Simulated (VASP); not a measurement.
Output of a VASP run:

OSZICAR:
```
       N       E                     dE             d eps       ncg     rms          rms(c)
DAV:   1     0.433864608420E+02    0.43386E+02   -0.56733E+03  2240   0.110E+03
DAV:   2    -0.327891472733E+01   -0.46665E+02   -0.44230E+02  2205   0.205E+02
DAV:   3    -0.365420919189E+01   -0.37529E+00   -0.37518E+00  2655   0.228E+01
DAV:   4    -0.365494034904E+01   -0.73116E-03   -0.73114E-03  2407   0.908E-01
DAV:   5    -0.365494496138E+01   -0.46123E-05   -0.46136E-05  2428   0.669E-02    0.551E+00
DAV:   6    -0.331435366106E+01    0.34059E+00   -0.16851E+00  2200   0.140E+01    0.332E+00
DAV:   7    -0.330481864011E+01    0.95350E-02   -0.10360E-02  2337   0.112E+00    0.189E+00
DAV:   8    -0.330081969248E+01    0.39989E-02   -0.70632E-04  2191   0.237E-01    0.700E-02
DAV:   9    -0.330082794426E+01   -0.82518E-05   -0.97036E-06  2485   0.296E-02    0.113E-02
DAV:  10    -0.330083116317E+01   -0.32189E-05   -0.19663E-06  2369   0.159E-02    0.406E-03
DAV:  11    -0.330083101811E+01    0.14506E-06   -0.57077E-08  1493   0.264E-03    0.337E-04
DAV:  12    -0.330083098991E+01    0.28198E-07   -0.43104E-09  1141   0.725E-04
   1 F= -.33008310E+01 E0= -.33007201E+01  d E =-.332612E-03
```

File OUTCAR:
```
------------------------ aborting loop because EDIFF is reached ----------------------------------------
  FORCE on cell =-STRESS in cart. coord.  units (eV):
  Direction    XX          YY          ZZ          XY          YZ          ZX
  --------------------------------------------------------------------------------------
  Total       -0.3430327     -0.3430327     -0.3430327     -0.0000000     -0.0000000     -0.0000000
  in kB      -32.1346942    -32.1346942    -32.1346942     -0.0000000     -0.0000000     -0.0000000
  external PRESSURE =     -32.1346942 kB  Pullay stress =       0.0000000 kB
  volume of cell :       17.10
      direct lattice vectors                 reciprocal lattice vectors
     0.000000000  2.044940432  2.044940432    -0.244505900  0.244505900  0.244505900
     2.044940432  0.000000000  2.044940432     0.244505900 -0.244505900  0.244505900
     2.044940432  2.044940432  0.000000000     0.244505900  0.244505900 -0.244505900
 POSITION                                       TOTAL-FORCE (eV/Angst)
 -----------------------------------------------------------------------------------
      0.00000      0.00000      0.00000         0.000000      0.000000     -0.000000
 -----------------------------------------------------------------------------------
    total drift:                               -0.000000      0.000000      0.000000
  FREE ENERGIE OF THE ION-ELECTRON SYSTEM (eV)
  ---------------------------------------------------
  free  energy   TOTEN  =        -3.3008309899 eV

  energy  without entropy=       -3.3004983780  energy(sigma->0) =       -3.30072012
```
(Selected blocks of OUTCAR.)

POSCAR:
```
Ag
1
    0.0000000000     2.0449404317     2.0449404317
    2.0449404317     0.0000000000     2.0449404317
    2.0449404317     2.0449404317     0.0000000000
Ag
1
Direct
  0.0000000000   0.0000000000   0.0000000000
```

Q: Reconstruct the remaining input files.

A: Several could match; the one computed here: the input of the run itself, PBEsol GGA, plane waves, VASP's PBE PAW potentials (set 64).

### INCAR
```
SYSTEM=Ag
PREC=Accurate; ENCUT=520; LREAL=.FALSE.
LASPH=.TRUE.
EDIFF=1E-7; NELM=100; ALGO=Normal
LMAXMIX=4
ISMEAR=1; SIGMA=0.1
GGA=PS
ISIF=2
LWAVE=.FALSE.; LCHARG=.FALSE.
```

KPOINTS:
```
Automatic mesh
0
Gamma
15 15 15
0 0 0
```

POTCAR, in this order: Ag (PBE.64 set). Program: vasp_std.

The compound is Ag in the fcc structure. This cell is one point of a volume scan, at 1.03 of the reference volume.
